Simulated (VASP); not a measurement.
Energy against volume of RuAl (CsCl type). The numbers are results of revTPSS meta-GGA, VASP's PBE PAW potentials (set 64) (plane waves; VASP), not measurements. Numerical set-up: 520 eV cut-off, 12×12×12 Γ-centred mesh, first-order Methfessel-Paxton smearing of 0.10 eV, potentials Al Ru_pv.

```json
[
 {"V (Å³/atom)": "12.861", "E (eV/atom)": "-1.24455"},
 {"V (Å³/atom)": "13.258", "E (eV/atom)": "-1.25299"},
 {"V (Å³/atom)": "13.656", "E (eV/atom)": "-1.24497"},
 {"V (Å³/atom)": "14.054", "E (eV/atom)": "-1.22294"}
]
```

Question: Fit these four points and predict the energy of the run at 12.463 Å³/atom.

Answer: A cubic in V^(−2/3), the third-order Birch-Murnaghan form, passes through the four points with V0 = 13.25 Å³/atom and B0 = 221 GPa, and gives -1.2166 eV/atom there. The run gave -1.2168 eV/atom, -0.1 meV/atom from the fit; all five points give B0 = 221 GPa.

The compound is RuAl in the CsCl type structure. It was relaxed first.
